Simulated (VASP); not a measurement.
```xyz
2
Lattice="1.6350 -2.8319 0.0000 1.6350 2.8319 0.0000 0.0000 0.0000 5.0746" Properties=species:S:1:pos:R:3 pbc="T T T"
Sc     1.6350     0.9440     1.2687
Sc     1.6350    -0.9440     3.8060
```

All values below come from PBE GGA with D3 dispersion (Becke-Johnson damping), VASP's PBE PAW potentials (set 64) (plane waves; VASP). Numerical set-up: 520 eV cut-off, Gaussian smearing of 0.050 eV, potentials Sc_sv.

Problem. Give the energies of bands 9 to 14 at the high-symmetry points, in eV from the Fermi level.

Solution. 
```
band      Γ      M      K      A      L      H
----  -----  -----  -----  -----  -----  -----
9     -5.22  -1.64  -0.72  -3.61  -1.54  -0.44
10    -1.70  -1.12  -0.72  -3.61  -1.54  -0.44
11     0.75  -0.73  -0.64   1.02   0.08  -0.14
12     1.64  -0.33  -0.56   1.02   0.08  -0.14
13     1.64   1.37   1.07   1.55   1.37   0.30
14     1.95   1.38   1.07   1.55   1.37   0.30
```

It has no gap at this level: it comes out as a metal or semimetal.

The compound is Sc in the hcp structure. It was relaxed first, which changed the volume by -6 %.
